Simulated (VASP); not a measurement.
These are PBEsol GGA, VASP's PBE PAW potentials (set 64) (plane waves; VASP) values and carry that method's errors.

VASP ran on this input.

**POSCAR**
```
MgH2
1
    4.4398576911     0.0000000000     0.0000000000
    0.0000000000     4.4398576911     0.0000000000
    0.0000000000     0.0000000000     2.9657328459
Mg H
2 4
Direct
  0.0000000000   0.0000000000   0.0000000000
  0.5000000000   0.5000000000   0.5000000000
  0.3043043859   0.3043043859   0.0000000000
  0.8043043859   0.1956956141   0.5000000000
  0.1956956141   0.8043043859   0.5000000000
  0.6956956141   0.6956956141   0.0000000000
```

File KPOINTS:
```
Regular mesh
0
gamma
  5 5 7
0 0 0
```

**INCAR**
```
SYSTEM = MgH2
PREC = Accurate
ALGO = Normal
LCHARG = .FALSE.
GGA = PS
EDIFFG = -0.01
NSW = 30
LWAVE = .FALSE.
NELM = 100   ! most electronic steps
ISIF = 4
SIGMA = 0.05   ! width (eV)
EDIFF = 1E-7   ! SCF stop (eV)
LASPH = .TRUE.   ! aspherical one-centre terms
IBRION = 2   ! conjugate gradients
ISMEAR = 0   ! Gaussian
LREAL = .FALSE.   ! projection in real space or not
ENCUT = 520   ! plane-wave cut-off (eV)
```

POTCAR, in this order: Mg H (PBE.64 set). Program: vasp_std.

The resulting files:

File OSZICAR:
```
       N       E                     dE             d eps       ncg     rms          rms(c)
DAV:   1     0.330935463803E+01    0.33094E+01   -0.32881E+03   392   0.764E+02
DAV:   2    -0.182272090429E+02   -0.21537E+02   -0.20256E+02   504   0.840E+01
DAV:   3    -0.188905995657E+02   -0.66339E+00   -0.66339E+00   512   0.215E+01
DAV:   4    -0.188918374257E+02   -0.12379E-02   -0.12379E-02   592   0.951E-01
DAV:   5    -0.188918413828E+02   -0.39571E-05   -0.39571E-05   504   0.368E-02    0.618E+00
DAV:   6    -0.180353466404E+02    0.85649E+00   -0.66608E-01   392   0.477E+00    0.318E+00
DAV:   7    -0.177266833938E+02    0.30866E+00   -0.86482E-01   400   0.584E+00    0.455E-01
DAV:   8    -0.177308218625E+02   -0.41385E-02   -0.11095E-02   432   0.855E-01    0.762E-02
DAV:   9    -0.177306684335E+02    0.15343E-03   -0.45378E-04   592   0.144E-01    0.146E-02
DAV:  10    -0.177306732951E+02   -0.48616E-05   -0.12347E-05   456   0.311E-02    0.779E-03
DAV:  11    -0.177306726475E+02    0.64767E-06   -0.35642E-06   528   0.983E-03    0.152E-03
DAV:  12    -0.177306725666E+02    0.80920E-07   -0.10538E-07   368   0.235E-03
   1 F= -.17730673E+02 E0= -.17730673E+02  d E =-.177307E+02
       N       E                     dE             d eps       ncg     rms          rms(c)
DAV:   1    -0.177314446373E+02   -0.77199E-03   -0.54123E-03   488   0.552E-01    0.320E-02
DAV:   2    -0.177314362145E+02    0.84227E-05   -0.34588E-05   416   0.501E-02    0.196E-02
DAV:   3    -0.177314310262E+02    0.51883E-05   -0.18105E-05   472   0.243E-02    0.200E-03
DAV:   4    -0.177314310775E+02   -0.51236E-07   -0.35887E-07   408   0.485E-03
   2 F= -.17731431E+02 E0= -.17731431E+02  d E =-.758511E-03
       N       E                     dE             d eps       ncg     rms          rms(c)
DAV:   1    -0.177322389977E+02   -0.80797E-03   -0.29350E-02   488   0.128E+00    0.744E-02
DAV:   2    -0.177321950897E+02    0.43908E-04   -0.18706E-04   416   0.117E-01    0.455E-02
DAV:   3    -0.177321685147E+02    0.26575E-04   -0.96819E-05   440   0.562E-02    0.463E-03
DAV:   4    -0.177321686788E+02   -0.16415E-06   -0.19805E-06   416   0.113E-02    0.201E-03
DAV:   5    -0.177321687999E+02   -0.12105E-06   -0.83812E-08   400   0.231E-03    0.217E-04
DAV:   6    -0.177321688060E+02   -0.60951E-08   -0.30181E-09   192   0.490E-04
   3 F= -.17732169E+02 E0= -.17732169E+02  d E =-.149624E-02
       N       E                     dE             d eps       ncg     rms          rms(c)
DAV:   1    -0.177321690471E+02   -0.24727E-06   -0.23981E-05   496   0.367E-02    0.212E-03
DAV:   2    -0.177321689970E+02    0.50174E-07   -0.15251E-07   400   0.333E-03
   4 F= -.17732169E+02 E0= -.17732169E+02  d E =-.149643E-02
       N       E                     dE             d eps       ncg     rms          rms(c)
DAV:   1    -0.177322389643E+02   -0.69917E-04   -0.20013E-03   384   0.428E-01    0.111E-02
DAV:   2    -0.177322380070E+02    0.95727E-06   -0.11912E-05   440   0.327E-02    0.647E-03
DAV:   3    -0.177322371312E+02    0.87579E-06   -0.19765E-06   480   0.759E-03    0.430E-04
DAV:   4    -0.177322371307E+02    0.49714E-09   -0.27051E-08   232   0.146E-03
   5 F= -.17732237E+02 E0= -.17732237E+02  d E =-.681337E-04
```

File OUTCAR:
```
------------------------ aborting loop because EDIFF is reached ----------------------------------------
  FORCE on cell =-STRESS in cart. coord.  units (eV):
  Direction    XX          YY          ZZ          XY          YZ          ZX
  --------------------------------------------------------------------------------------
  Total        0.5119892      0.5119892      0.5174980     -0.0000000      0.0000000      0.0000000
  in kB       14.0314071     14.0314071     14.1823817     -0.0000000      0.0000000      0.0000000
  external PRESSURE =      14.0817319 kB  Pullay stress =       0.0000000 kB
  volume of cell :       58.46
      direct lattice vectors                 reciprocal lattice vectors
     4.422843813  0.000000000  0.000000000     0.226098873  0.000000000  0.000000000
    -0.000000000  4.422843813  0.000000000    -0.000000000  0.226098873  0.000000000
     0.000000000  0.000000000  2.988594006     0.000000000  0.000000000  0.334605503
 POSITION                                       TOTAL-FORCE (eV/Angst)
 -----------------------------------------------------------------------------------
     -0.00000      0.00000      0.00000        -0.000000      0.000000      0.000000
      2.21142      2.21142      1.49430         0.000000      0.000000      0.000000
      1.34574      1.34574      0.00000         0.007032      0.007032      0.000000
      3.55716      0.86568      1.49430         0.007032     -0.007032     -0.000000
      0.86568      3.55716      1.49430        -0.007032      0.007032      0.000000
      3.07711      3.07711      0.00000        -0.007032     -0.007032     -0.000000
 -----------------------------------------------------------------------------------
    total drift:                                0.000000     -0.000000      0.000000
  FREE ENERGIE OF THE ION-ELECTRON SYSTEM (eV)
  ---------------------------------------------------
  free  energy   TOTEN  =       -17.7322371307 eV

  energy  without entropy=      -17.7322371307  energy(sigma->0) =      -17.73223713

 reached required accuracy - stopping structural energy minimisation
```
(Selected blocks of OUTCAR.)

CONTCAR:
```
MgH2
   1.00000000000000
     4.4228438129775869    0.0000000000000000    0.0000000000000000
    -0.0000000000000000    4.4228438129775860    0.0000000000000000
     0.0000000000000000    0.0000000000000000    2.9885940057766334
  Mg              H
     2     4
Direct
     0.0000000000000000    0.0000000000000000    0.0000000000000000
     0.5000000000000000    0.5000000000000000    0.5000000000000000
     0.3042698343616169    0.3042698343616169    0.0000000000000000
     0.8042698343616169    0.1957301656383831    0.5000000000000000
     0.1957301656383831    0.8042698343616169    0.5000000000000000
     0.6957301656383831    0.6957301656383831    0.0000000000000000
```

OUTCAR:
```
 val. band max:       -0.3571983981   @ k =   0.2000   0.0000   0.0000

 cond. band min:       3.3580149131   @ k =   0.4000   0.4000   0.4286


 Fermi energy:        -0.1244949348

 k-point     1 :       0.0000    0.0000    0.0000
  band No.  band energies     occupation
      1      -7.1437      2.00000
      2      -1.8575      2.00000
      3      -1.8575      2.00000
      4      -0.7596      2.00000
      5       4.0571      0.00000
      6       4.7707      0.00000
      7       8.9595      0.00000
      8       8.9595      0.00000

 k-point     2 :       0.2000    0.0000    0.0000
  band No.  band energies     occupation
      1      -6.8652      2.00000
      2      -3.0818      2.00000
      3      -1.6707      2.00000
      4      -0.3572      2.00000
      5       4.2895      0.00000
      6       5.4679      0.00000
      7       7.2891      0.00000
      8       9.5926      0.00000

 k-point     3 :       0.4000    0.0000    0.0000
  band No.  band energies     occupation
      1      -6.0433      2.00000
      2      -4.7305      2.00000
      3      -1.1646      2.00000
      4      -0.5614      2.00000
      5       4.4745      0.00000
      6       5.5305      0.00000
      7       8.1802      0.00000
      8      10.8266      0.00000

 k-point     4 :       0.2000    0.2000    0.0000
  band No.  band energies     occupation
      1      -6.5901      2.00000
      2      -3.1378      2.00000
      3      -2.4793      2.00000
      4      -0.3962      2.00000
      5       5.0180      0.00000
      6       5.6297      0.00000
      7       7.7767      0.00000
      8       9.5369      0.00000

 k-point     5 :       0.4000    0.2000    0.0000
  band No.  band energies     occupation
      1      -5.7807      2.00000
      2      -4.5028      2.00000
      3      -2.0724      2.00000
      4      -1.1663      2.00000
      5       5.5343      0.00000
      6       6.4730      0.00000
      7       8.5237      0.00000
...
```

The compound is MgH2 in the rutile structure. This cell is one point of a volume scan, at 0.97 of the reference volume. Symmetry was kept, so distortions that lower it aren't found.
